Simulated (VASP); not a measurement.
```
As2S3
1.0
    3.37498     0.00000     0.00000
   -1.68749     2.92282     0.00000
    0.00000     0.00000    20.04058
As S
2 3
Direct
  0.33333   0.66667   0.42104
  0.00000   0.00000   0.57896
  0.00000   0.00000   0.34929
  0.66667   0.33333   0.50000
  0.33333   0.66667   0.65071
```

Level of theory: PBE GGA, VASP's PBE PAW potentials (set 64) (plane waves; VASP 6.6.1). Settings: 300 eV cut-off, 8×8×1 Γ-centred mesh, Fermi-Dirac smearing of 0.10 eV, potentials As S.

The cell holds a wide vacuum, so values per volume refer to the whole cell.

Problem. Give the force on each atom (eV/Å).

Solution. 
| atom | Fx | Fy | Fz |
|---|---|---|---|
| As1 | 0.000 | 0.000 | -1.242 |
| As2 | 0.000 | 0.000 | 1.242 |
| S3 | 0.000 | 0.000 | -0.355 |
| S4 | 0.000 | 0.000 | 0.000 |
| S5 | 0.000 | 0.000 | 0.355 |

Problem. Give the stress tensor in GPa (positive for a compressed cell).

Solution. 
```
8.40  0.00  0.00
0.00  8.40  0.00
0.00  0.00  4.79
```
The pressure is its mean diagonal, 7.20 GPa.

The cell is a sheet with vacuum, built from a generated structure.
